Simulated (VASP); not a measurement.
Input:

```
TiC
1.0
    0.00000     2.16500     2.16500
    2.16500     0.00000     2.16500
    2.16500     2.16500     0.00000
Ti C
1 1
Cartesian
  0.00000   0.00000   0.00000
  2.16500   2.16500   2.16500
```

Computed with PBEsol GGA, VASP's PBE PAW potentials (set 64) (plane waves; VASP 6.6.1). Settings: 400 eV cut-off, 9×9×9 Γ-centred mesh, Fermi-Dirac smearing of 0.10 eV, potentials Ti_sv C.

At this cut-off the stress carries a Pulay error, which pulls relaxed volumes low.

Task: Give the stress tensor in GPa (positive for a compressed cell).

Result: 
```
-7.90   0.00   0.00
 0.00  -7.90   0.00
 0.00   0.00  -7.90
```
The pressure is its mean diagonal, -7.90 GPa.

The structure is a typed TiC crystal (Fm-3m). The cell was not relaxed at this level.
